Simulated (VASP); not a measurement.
Data:

```
CELL_PARAMETERS angstrom
      0.00000     2.09700     2.09700
      2.09700     0.00000     2.09700
      2.09700     2.09700     0.00000
ATOMIC_POSITIONS crystal
  Mg 0.00000 0.00000 0.00000
  O  0.50000 0.50000 0.50000
```

Computed with G0W0 on PBE orbitals, VASP's PBE PAW potentials (set 64) (plane waves; VASP). Numerical set-up: PREC = Normal, 500 eV cut-off, 6×6×6 Γ-centred mesh, Gaussian smearing of 0.010 eV, potentials Mg_sv_GW O_GW_new.

The mesh is coarse and the basis finite, so the quasiparticle values are not converged.

NBANDS = 88, ENCUTGW = 170 eV, NOMEGA = 64. The PBE levels (eV) that the step starts from are:

```json
[
 {"state": "k1 (0.00, 0.00, 0.00), band 5", "KS energy": "-12.81", "filling": "2"},
 {"state": "k1 (0.00, 0.00, 0.00), band 6", "KS energy": "4.50", "filling": "2"},
 {"state": "k1 (0.00, 0.00, 0.00), band 7", "KS energy": "4.50", "filling": "2"},
 {"state": "k1 (0.00, 0.00, 0.00), band 8", "KS energy": "4.50", "filling": "2"},
 {"state": "k1 (0.00, 0.00, 0.00), band 9", "KS energy": "9.36", "filling": "0"},
 {"state": "k1 (0.00, 0.00, 0.00), band 10", "KS energy": "20.38", "filling": "0"},
 {"state": "k1 (0.00, 0.00, 0.00), band 11", "KS energy": "20.38", "filling": "0"},
 {"state": "k1 (0.00, 0.00, 0.00), band 12", "KS energy": "20.38", "filling": "0"},
 {"state": "k11 (0.50, 0.33, 0.00), band 5", "KS energy": "-11.30", "filling": "2"},
 {"state": "k11 (0.50, 0.33, 0.00), band 6", "KS energy": "0.70", "filling": "2"},
 {"state": "k11 (0.50, 0.33, 0.00), band 7", "KS energy": "2.59", "filling": "2"},
 {"state": "k11 (0.50, 0.33, 0.00), band 8", "KS energy": "3.30", "filling": "2"},
 {"state": "k11 (0.50, 0.33, 0.00), band 9", "KS energy": "14.35", "filling": "0"},
 {"state": "k11 (0.50, 0.33, 0.00), band 10", "KS energy": "15.44", "filling": "0"},
 {"state": "k11 (0.50, 0.33, 0.00), band 11", "KS energy": "17.60", "filling": "0"},
 {"state": "k11 (0.50, 0.33, 0.00), band 12", "KS energy": "23.03", "filling": "0"},
 {"state": "k14 (0.50, 0.33, 0.17), band 5", "KS energy": "-11.48", "filling": "2"},
 {"state": "k14 (0.50, 0.33, 0.17), band 6", "KS energy": "0.93", "filling": "2"},
 {"state": "k14 (0.50, 0.33, 0.17), band 7", "KS energy": "2.64", "filling": "2"},
 {"state": "k14 (0.50, 0.33, 0.17), band 8", "KS energy": "3.47", "filling": "2"},
 {"state": "k14 (0.50, 0.33, 0.17), band 9", "KS energy": "14.65", "filling": "0"},
 {"state": "k14 (0.50, 0.33, 0.17), band 10", "KS energy": "15.64", "filling": "0"},
 {"state": "k14 (0.50, 0.33, 0.17), band 11", "KS energy": "18.22", "filling": "0"},
 {"state": "k14 (0.50, 0.33, 0.17), band 12", "KS energy": "21.89", "filling": "0"}
]
```

Question: Give the quasiparticle energies and renormalisation factors Z.

Answer: 
```json
[
 {"state": "k1 (0.00, 0.00, 0.00), band 5", "QP energy (eV)": "-15.27", "Z": "0.74"},
 {"state": "k1 (0.00, 0.00, 0.00), band 6", "QP energy (eV)": "3.09", "Z": "0.79"},
 {"state": "k1 (0.00, 0.00, 0.00), band 7", "QP energy (eV)": "3.09", "Z": "0.79"},
 {"state": "k1 (0.00, 0.00, 0.00), band 8", "QP energy (eV)": "3.09", "Z": "0.79"},
 {"state": "k1 (0.00, 0.00, 0.00), band 9", "QP energy (eV)": "10.47", "Z": "0.84"},
 {"state": "k1 (0.00, 0.00, 0.00), band 10", "QP energy (eV)": "21.50", "Z": "0.84"},
 {"state": "k1 (0.00, 0.00, 0.00), band 11", "QP energy (eV)": "21.50", "Z": "0.84"},
 {"state": "k1 (0.00, 0.00, 0.00), band 12", "QP energy (eV)": "21.50", "Z": "0.84"},
 {"state": "k11 (0.50, 0.33, 0.00), band 5", "QP energy (eV)": "-13.67", "Z": "0.75"},
 {"state": "k11 (0.50, 0.33, 0.00), band 6", "QP energy (eV)": "-1.24", "Z": "0.78"},
 {"state": "k11 (0.50, 0.33, 0.00), band 7", "QP energy (eV)": "0.87", "Z": "0.78"},
 {"state": "k11 (0.50, 0.33, 0.00), band 8", "QP energy (eV)": "1.68", "Z": "0.78"},
 {"state": "k11 (0.50, 0.33, 0.00), band 9", "QP energy (eV)": "15.39", "Z": "0.84"},
 {"state": "k11 (0.50, 0.33, 0.00), band 10", "QP energy (eV)": "16.86", "Z": "0.83"},
 {"state": "k11 (0.50, 0.33, 0.00), band 11", "QP energy (eV)": "19.17", "Z": "0.81"},
 {"state": "k11 (0.50, 0.33, 0.00), band 12", "QP energy (eV)": "24.67", "Z": "0.81"},
 {"state": "k14 (0.50, 0.33, 0.17), band 5", "QP energy (eV)": "-13.85", "Z": "0.74"},
 {"state": "k14 (0.50, 0.33, 0.17), band 6", "QP energy (eV)": "-0.96", "Z": "0.78"},
 {"state": "k14 (0.50, 0.33, 0.17), band 7", "QP energy (eV)": "0.92", "Z": "0.78"},
 {"state": "k14 (0.50, 0.33, 0.17), band 8", "QP energy (eV)": "1.88", "Z": "0.78"},
 {"state": "k14 (0.50, 0.33, 0.17), band 9", "QP energy (eV)": "16.17", "Z": "0.82"},
 {"state": "k14 (0.50, 0.33, 0.17), band 10", "QP energy (eV)": "16.81", "Z": "0.83"},
 {"state": "k14 (0.50, 0.33, 0.17), band 11", "QP energy (eV)": "19.65", "Z": "0.83"},
 {"state": "k14 (0.50, 0.33, 0.17), band 12", "QP energy (eV)": "23.47", "Z": "0.81"}
]
```
On the mesh the gap opens from 4.86 to 7.38 eV.

The structure comes from a computed database's MgO entry (Fm-3m); how it stands against other phases isn't given here. The cell was not relaxed at this level. The k-mesh is coarse (spacing up to 0.43 per Å, 2π included), so the numbers may not be converged in it.
